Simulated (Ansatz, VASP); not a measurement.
**Al11In11B10As32 (random zinc-blende (B, In, Al)As solid solution) in two plane-wave programs**

Aim: how closely do two programs agree when they are given the same cell, functional and k mesh? The structure shown is the start of the Ansatz relaxation below; VASP solves that cell, so the two are compared at the walk's first step.

Main program and level: Ansatz 0.2.0; plane waves, with VASP 6.6.1 beside it; single point at PBE.

## 1. The starting structure

The cell holds 64 atoms: 10 B, 32 As, 11 Al and 11 In. Cell: a = 10.998 Å, b = 10.998 Å, c = 10.998 Å, α = 90.0°, β = 90.0°, γ = 90.0°. As first built, before any earlier steps moved the atoms (in the runner's words): zinc-blende lattice (a = 5.499 A, the mean of the end members), 2 x 2 x 2 cells, metal sites filled at random with 10 B, 11 In, 11 Al; every coordinate displaced by a Gaussian of 0.05 A.

## 2. Ansatz: relaxation, PBE

Ansatz runs on its PAW soft_1 files.

The two programs are compared at the cell with which this relaxation starts, whose forces are those of its first step.

Input file input.yaml:

```yaml
crystal:
  lattice:
    - [10.998, 0.0, 0.0]
    - [0.0, 10.998, 0.0]
    - [0.0, 0.0, 10.998]
  atoms:
    - { symbol: B, position: [0.99977, 0.00059, 0.99581] }
    - { symbol: As, position: [0.12594, 0.12215, 0.1321] }
    - { symbol: Al, position: [0.99972, 0.24938, 0.24769] }
    - { symbol: As, position: [0.13371, 0.37042, 0.3658] }
    - { symbol: B, position: [0.24871, 0.002, 0.2539] }
    - { symbol: As, position: [0.36388, 0.12667, 0.3711] }
    - { symbol: B, position: [0.25164, 0.25167, 0.99629] }
    - { symbol: As, position: [0.37584, 0.37345, 0.13057] }
    - { symbol: Al, position: [0.00296, 0.00305, 0.49314] }
    - { symbol: As, position: [0.11875, 0.12495, 0.62451] }
    - { symbol: B, position: [0.99943, 0.25143, 0.75251] }
    - { symbol: As, position: [0.12676, 0.36697, 0.8726] }
    - { symbol: In, position: [0.25864, 0.99819, 0.75283] }
    - { symbol: As, position: [0.37143, 0.12814, 0.86771] }
    - { symbol: Al, position: [0.25044, 0.26137, 0.50211] }
    - { symbol: As, position: [0.37685, 0.37616, 0.6221] }
    - { symbol: In, position: [0.9977, 0.50065, 0.99962] }
    - { symbol: As, position: [0.13118, 0.62521, 0.13286] }
    - { symbol: In, position: [0.99507, 0.75758, 0.24519] }
    - { symbol: As, position: [0.12759, 0.87618, 0.37571] }
    - { symbol: B, position: [0.24798, 0.50288, 0.24894] }
    - { symbol: As, position: [0.37447, 0.62234, 0.37168] }
    - { symbol: Al, position: [0.24835, 0.74922, 0.00436] }
    - { symbol: As, position: [0.37797, 0.87414, 0.12352] }
    - { symbol: In, position: [0.98822, 0.49364, 0.50522] }
    - { symbol: As, position: [0.12965, 0.62296, 0.62443] }
    - { symbol: Al, position: [0.00128, 0.7422, 0.75048] }
    - { symbol: As, position: [0.12819, 0.87878, 0.87723] }
    - { symbol: Al, position: [0.25184, 0.49871, 0.74574] }
    - { symbol: As, position: [0.37152, 0.61724, 0.87104] }
    - { symbol: In, position: [0.25737, 0.75085, 0.5042] }
    - { symbol: As, position: [0.37653, 0.87372, 0.62754] }
    - { symbol: B, position: [0.51279, 0.99343, 0.99641] }
    - { symbol: As, position: [0.62647, 0.12715, 0.12697] }
    - { symbol: B, position: [0.5014, 0.24366, 0.24987] }
    - { symbol: As, position: [0.62579, 0.37597, 0.37021] }
    - { symbol: B, position: [0.74402, 0.99074, 0.24445] }
    - { symbol: As, position: [0.8724, 0.12017, 0.38118] }
    - { symbol: B, position: [0.75279, 0.2468, 0.00885] }
    - { symbol: As, position: [0.87691, 0.37679, 0.12643] }
    - { symbol: B, position: [0.4968, 0.99318, 0.49656] }
    - { symbol: As, position: [0.63054, 0.12911, 0.623] }
    - { symbol: In, position: [0.50491, 0.24224, 0.7531] }
    - { symbol: As, position: [0.62773, 0.37358, 0.87003] }
    - { symbol: Al, position: [0.75609, 0.99856, 0.7517] }
    - { symbol: As, position: [0.87047, 0.11975, 0.87888] }
    - { symbol: In, position: [0.74782, 0.25561, 0.49711] }
    - { symbol: As, position: [0.8804, 0.37567, 0.62651] }
    - { symbol: In, position: [0.49835, 0.50587, 1.0e-05] }
    - { symbol: As, position: [0.63012, 0.6305, 0.12355] }
    - { symbol: In, position: [0.49314, 0.75024, 0.25217] }
    - { symbol: As, position: [0.62302, 0.86578, 0.37299] }
    - { symbol: Al, position: [0.74842, 0.50434, 0.25801] }
    - { symbol: As, position: [0.87119, 0.62305, 0.37522] }
    - { symbol: In, position: [0.74426, 0.75515, 0.99441] }
    - { symbol: As, position: [0.87229, 0.87145, 0.13029] }
    - { symbol: In, position: [0.50251, 0.50023, 0.49823] }
    - { symbol: As, position: [0.63045, 0.62334, 0.62692] }
    - { symbol: Al, position: [0.49745, 0.74526, 0.75235] }
    - { symbol: As, position: [0.62936, 0.87878, 0.87342] }
    - { symbol: Al, position: [0.74972, 0.50332, 0.75015] }
    - { symbol: As, position: [0.8737, 0.62733, 0.87389] }
    - { symbol: Al, position: [0.74771, 0.75161, 0.50447] }
    - { symbol: As, position: [0.87172, 0.87191, 0.62479] }
kpoints:
  mp_grid: { grid: [1, 1, 1] }
hamiltonian:
  xc: pbe
  pseudopotentials: { kind: paw, azcp: { folder: soft_1 } }
scf:
  occupations: { method: fermi_dirac, width: 0.025 }
output:
  forces: true
relax:
  f_tol: 0.05
  max_steps: 150
  cell: {}
```

On the command line:

```bash
> ansatz run input.yaml --threads 4 --pin off --max-ram 8192MiB --backend cpu --events-out ev --progress --plain --runs-dir out
```

Numbers of over 12 decimals in the logs are rounded to 6 here.

Output:

```text
Engine: ansatz 0.2.0, x86_64-unknown-linux-gnu
Pseudopotentials: kind: paw
Pseudopotential: B, paw, valence charge 3, recommended cutoff 420 eV (normal), soft_1/B.paw.azcp
Pseudopotential: As, paw, valence charge 15, recommended cutoff 420 eV (normal), soft_1/As.paw.azcp
Pseudopotential: Al, paw, valence charge 3, recommended cutoff 420 eV (normal), soft_1/Al.paw.azcp
Pseudopotential: In, paw, valence charge 13, recommended cutoff 420 eV (normal), soft_1/In.paw.azcp
Functional definition: PBE
  parameter kappa = 0.804
  parameter beta = 0.066725
  exchange = pbe_x(kappa = kappa, mu = beta*pi^2/3)
  correlation = pbe_c(beta = beta)
Crystal: 64 atoms, lattice volume = 1330.274 Å³
Basis set: ecut = 420 eV, 25821 PW (Γ), exchange–correlation on 150×150×150 points (8 copies of the dense FFT grid, shifted against one another)
Bands: 412, of which v1, the nominal top of the filled ones, is band 343 counted from 1 (342 counted from 0)
Symmetry: 1 space group operations
Space group: P1 (ITA 1), of the structure as read, at distance tolerance 1.1e-4 Å
k-points: 1
Non-local potential: B, projectors of the file, l = 0: 2, l = 1: 2, l = 2: 1
Non-local potential: As, projectors of the file, l = 0: 2, l = 1: 2, l = 2: 3, l = 3: 1
Non-local potential: Al, projectors of the file, l = 0: 2, l = 1: 2, l = 2: 1
Non-local potential: In, projectors of the file, l = 0: 2, l = 1: 2, l = 2: 2, l = 3: 1
PAW form: soft (Blöchl's): semilocal exchange-correlation on the pseudo side does not see the compensation charge
PAW one-centre angular grid: B, 110 points (default); XC on 64 Gauss nodes
PAW one-centre angular grid: As, 590 points (default); XC on 64 Gauss nodes
PAW one-centre angular grid: Al, 110 points (default); XC on 64 Gauss nodes
PAW one-centre angular grid: In, 590 points (default); XC on 64 Gauss nodes
Initial density: superposition of atomic densities (chi_scale 0.1, normalization cell, long waves kept (reshape's long-wave potential 0.36 eV rms))
Initial wavefunctions: pseudopotential atomic-orbital guess
Functional: x = pbe(κ = 0.804, μ = 0.219515), c = pbe(β = 0.066725)
SCF iter   1: F=—  HF=-224427.702718 eV  |F-HF|=—  |Δ(HF+E_count)|=         —  Δρ=4.09e-2  dr2=3.39e1  ethr=3.10e-3  ⟨swp⟩=7.0  Hψ=1709  notcnv=0  defer=10
preconditioner: auto → Resta (q_TF=auto, 2.443 Å⁻¹)  ε∞=3.7  [insulator: Δε(μ)=0.765 eV  Ē_g=11.857 eV  σ=0.025 eV  W_gap=1.00  n_scr=340 (ndim 8)  ℏωp=19.5 eV  f_vac=0.000  D(μ)=0.00/eV (n_scr^D=0)  ε∞_Penn≈3.7]
SCF iter   2: F=—  HF=-224422.517981 eV  |F-HF|=—  |Δ(HF+E_count)|=    5.18e0  Δρ=2.32e-2  dr2=7.04e0  ethr=3.10e-3  ⟨swp⟩=2.0  Hψ=490  notcnv=0  defer=56
SCF iter   3: F=—  HF=-224421.444969 eV  |F-HF|=—  |Δ(HF+E_count)|=    1.07e0  Δρ=7.02e-3  dr2=1.30e0  ethr=1.03e-3  ⟨swp⟩=2.0  Hψ=589  notcnv=0  defer=56
SCF iter   4: F=—  HF=-224421.305652 eV  |F-HF|=—  |Δ(HF+E_count)|=   1.39e-1  Δρ=1.97e-3  dr2=7.79e-2  ethr=1.89e-4  ⟨swp⟩=3.0  Hψ=725  notcnv=0  defer=56
SCF iter   5: F=—  HF=-224421.338129 eV  |F-HF|=—  |Δ(HF+E_count)|=   3.25e-2  Δρ=8.20e-4  dr2=1.08e-2  ethr=1.14e-5  ⟨swp⟩=2.0  Hψ=702  notcnv=0  defer=56
SCF iter   6: F=—  HF=-224421.352483 eV  |F-HF|=—  |Δ(HF+E_count)|=   1.44e-2  Δρ=2.59e-4  dr2=1.75e-3  ethr=1.57e-6  ⟨swp⟩=2.0  Hψ=712  notcnv=0  defer=56
SCF iter   7: F=—  HF=-224421.353640 eV  |F-HF|=—  |Δ(HF+E_count)|=   1.16e-3  Δρ=9.73e-5  dr2=1.81e-4  ethr=2.56e-7  ⟨swp⟩=2.0  Hψ=699  notcnv=0  defer=56
SCF iter   8: F=—  HF=-224421.353877 eV  |F-HF|=—  |Δ(HF+E_count)|=   2.37e-4  Δρ=3.29e-5  dr2=2.24e-5  ethr=2.64e-8  ⟨swp⟩=2.0  Hψ=699  notcnv=0  defer=56
SCF iter   9: F=—  HF=-224421.353269 eV  |F-HF|=—  |Δ(HF+E_count)|=   6.08e-4  Δρ=9.31e-6  dr2=1.49e-6  ethr=3.26e-9  ⟨swp⟩=2.0  Hψ=755  notcnv=0  defer=56
SCF iter  10: F=—  HF=-224421.353271 eV  |F-HF|=—  |Δ(HF+E_count)|=   2.05e-6  Δρ=3.73e-6  dr2=2.84e-7  ethr=2.18e-10  ⟨swp⟩=2.0  Hψ=694  notcnv=0  defer=56
SCF iter  11: F=-224421.353271 eV  HF=-224421.353271 eV  |F-HF|=3.94e-8  |Δ(HF+E_count)|=   4.26e-7  Δρ=1.54e-6  dr2=6.47e-8  ethr=1.46e-11  ⟨swp⟩=4.0  Hψ=1445  notcnv=0
SCF 1 converged in 11 iterations: F = -224421.353271 eV  dr2 = 6.47e-8
  greatest PAW one-centre occupation: 0.999 electrons in one spin orbital (limit 2), on the As atom at site 33 (counted from 0), in its partial waves of l = 2
relax step   1: F+E_penalty+E_count = -224421.35327147 eV  Δ(F+E_penalty+E_count) = +0.000e0 eV  max|allowed force component| = 6.868e0 eV/Å  Δτ_max = 0.0000 Å  P = +11.019 GPa  Ω = 1330.274 Å³  (11 SCF iters, dr2 threshold 1.00e-7 eV, accepted)
Crystal: 64 atoms, lattice volume = 1397.430 Å³
Basis set: ecut = 420 eV, 27299 PW (Γ), exchange–correlation on 150×150×150 points (8 copies of the dense FFT grid, shifted against one another)
Initial density: handed on by an earlier stage of this run
Initial wavefunctions: those handed on with the density
[...]
atom  11  B     -0.01193374    -0.00155420     0.01771580
  atom  12  As    -0.00404883     0.00738870    -0.01131877
  atom  13  In     0.01033762     0.00298992     0.00576533
  atom  14  As    -0.00950343    -0.00921967     0.01089716
  atom  15  Al     0.00241635    -0.00234158    -0.00580906
  atom  16  As     0.00055422    -0.01259278    -0.00545785
  atom  17  In     0.00608262    -0.00783752     0.00535922
  atom  18  As    -0.00552383     0.00257415    -0.00305222
  atom  19  In    -0.00555450     0.01615295    -0.00887862
  atom  20  As    -0.00139260    -0.00545595    -0.00177085
  atom  21  B      0.00426973    -0.00366293    -0.00265696
  atom  22  As     0.00588681    -0.00866629     0.01709665
  atom  23  Al    -0.00646882    -0.00027591     0.00506007
  atom  24  As    -0.01475411     0.00688986     0.00112535
  atom  25  In    -0.00383960     0.00055952    -0.00543956
  atom  26  As     0.01367682    -0.00498415     0.01557863
  atom  27  Al    -0.00919071     0.01239455    -0.00465172
  atom  28  As    -0.00161545    -0.00078315    -0.01030396
  atom  29  Al    -0.00312768    -0.00001720     0.00621011
  atom  30  As    -0.00219276     0.00952887    -0.00637136
  atom  31  In    -0.00713575     0.00987642    -0.01540067
  atom  32  As    -0.00734199     0.00154004     0.01933843
  atom  33  B     -0.00795640     0.01427633     0.03089953
  atom  34  As    -0.00248193    -0.00776430     0.01520813
[...]
atom  57  In     0.00165040    -0.00320712    -0.00245046
  atom  58  As    -0.00873961    -0.00593360    -0.00632615
  atom  59  Al     0.00368914     0.01139799     0.00613794
  atom  60  As     0.00769644    -0.01247601    -0.03085061
  atom  61  Al    -0.00719154     0.00363099    -0.00800679
  atom  62  As    -0.00332115     0.00029896    -0.00024913
  atom  63  Al     0.00202758     0.00680828    -0.00079942
  atom  64  As     0.00094787     0.00641186     0.00427147
  max |Σ_I F_I| component: 5.24e-7 eV/Å
--- Stress (GPa, compression-positive) ---
        0.012566      -0.011033       0.008356
       -0.011028       0.019872      -0.009518
        0.008363      -0.009519       0.023403
  P = ⅓ Tr σ = 0.0186 GPa (0.186 kbar)
--- Relaxed structure (7 steps of the walk, 7 accepted, 1 SCFs on fresh bases) ---
  F+E_penalty+E_count = -224446.10613142 eV   max|allowed force component| = 3.090e-2 eV/Å   (the final SCF, on the basis selected at the relaxed cell)
  cell:  # Å, volume = 1397.8507 Å³
    - [11.128683, 0.019263, -0.00504973]
    - [0.019263, 11.259535, 0.021741]
    - [-0.00504973, 0.021741, 11.155771]
  atoms:
    - { symbol: B, position: [1.000456, 0.018565, 1.012481] }
    - { symbol: As, position: [0.137812, 0.117291, 0.118596] }
    - { symbol: Al, position: [1.002718, 0.239963, 0.239275] }
    - { symbol: As, position: [0.137292, 0.373794, 0.353621] }
    - { symbol: B, position: [0.262431, 0.015271, 0.236988] }
    - { symbol: As, position: [0.386771, 0.116215, 0.355363] }
    - { symbol: B, position: [0.248474, 0.230392, 1.014378] }
    - { symbol: As, position: [0.357323, 0.342722, 0.135363] }
    - { symbol: Al, position: [-0.00234212, 0.00665471, 0.493099] }
    - { symbol: As, position: [0.105372, 0.136015, 0.636189] }
    - { symbol: B, position: [1.007781, 0.236156, 0.771015] }
    - { symbol: As, position: [0.139458, 0.330110, 0.879524] }
    - { symbol: In, position: [0.254370, 0.994593, 0.759341] }
    - { symbol: As, position: [0.374449, 0.125483, 0.920011] }
    - { symbol: Al, position: [0.248434, 0.242034, 0.493034] }
    - { symbol: As, position: [0.358388, 0.372055, 0.628066] }
    - { symbol: In, position: [1.004900, 0.482234, 0.997905] }
    - { symbol: As, position: [0.154344, 0.599493, 0.135035] }
    - { symbol: In, position: [1.006534, 0.758251, 0.244333] }
    - { symbol: As, position: [0.147608, 0.914895, 0.354420] }
    - { symbol: B, position: [0.251920, 0.473026, 0.240527] }
    - { symbol: As, position: [0.351717, 0.594490, 0.342969] }
    - { symbol: Al, position: [0.250934, 0.759759, 0.012359] }
    - { symbol: As, position: [0.372625, 0.910882, 0.123213] }
    - { symbol: In, position: [1.010497, 0.499709, 0.507980] }
    - { symbol: As, position: [0.132047, 0.641209, 0.647194] }
    - { symbol: Al, position: [-0.00426375, 0.764077, 0.760901] }
    - { symbol: As, position: [0.095166, 0.885048, 0.913181] }
    - { symbol: Al, position: [0.243974, 0.493397, 0.763357] }
    - { symbol: As, position: [0.369176, 0.638727, 0.870685] }
    - { symbol: In, position: [0.256393, 0.753130, 0.483195] }
    - { symbol: As, position: [0.411197, 0.890172, 0.591165] }
    - { symbol: B, position: [0.494664, 1.018178, 1.019816] }
    - { symbol: As, position: [0.622089, 0.125782, 0.124950] }
    - { symbol: B, position: [0.492582, 0.232429, 0.239953] }
    - { symbol: As, position: [0.603095, 0.351616, 0.342581] }
    - { symbol: B, position: [0.742714, 1.016439, 0.239363] }
    - { symbol: As, position: [0.866814, 0.108614, 0.349036] }
    - { symbol: B, position: [0.754842, 0.234366, 0.00518438] }
    - { symbol: As, position: [0.856075, 0.346301, 0.116846] }
    - { symbol: B, position: [0.508222, 1.006957, 0.473449] }
    - { symbol: As, position: [0.605907, 0.104706, 0.603513] }
    - { symbol: In, position: [0.496391, 0.238308, 0.758019] }
    - { symbol: As, position: [0.654441, 0.347517, 0.890432] }
    - { symbol: Al, position: [0.743293, 1.010570, 0.755035] }
    - { symbol: As, position: [0.887359, 0.131376, 0.893035] }
    - { symbol: In, position: [0.753958, 0.246069, 0.496749] }
    - { symbol: As, position: [0.901775, 0.351118, 0.657469] }
    - { symbol: In, position: [0.496984, 0.485057, 0.00430749] }
    - { symbol: As, position: [0.633602, 0.626803, 0.126547] }
    - { symbol: In, position: [0.494496, 0.759592, 0.252092] }
    - { symbol: As, position: [0.635651, 0.908528, 0.369552] }
    - { symbol: Al, position: [0.742851, 0.484353, 0.242229] }
    - { symbol: As, position: [0.858630, 0.620070, 0.372666] }
    - { symbol: In, position: [0.747540, 0.777505, 0.994021] }
    - { symbol: As, position: [0.873335, 0.922606, 0.125675] }
    - { symbol: In, position: [0.497361, 0.495377, 0.492558] }
    - { symbol: As, position: [0.634863, 0.624208, 0.634432] }
    - { symbol: Al, position: [0.503620, 0.763800, 0.747738] }
    - { symbol: As, position: [0.589387, 0.914985, 0.887075] }
    - { symbol: Al, position: [0.760782, 0.485339, 0.757536] }
    - { symbol: As, position: [0.873708, 0.627309, 0.868906] }
    - { symbol: Al, position: [0.746139, 0.759482, 0.498760] }
    - { symbol: As, position: [0.872996, 0.882284, 0.626374] }
```

(Continued in part 2 of 2.)

[Lines on the potential files, build, host, timing and source positions are cut from VASP's logs without a mark.]

[Logs are printed without paths, hosts, clocks, repeated set-up lines and the standing remarks that a program may print on its own settings, such as how far it seeks lower states.]

[Hosts, paths, dates, database ids (printed as entryN), source tags and the programs' standing remarks are cut or masked in the printed files.]
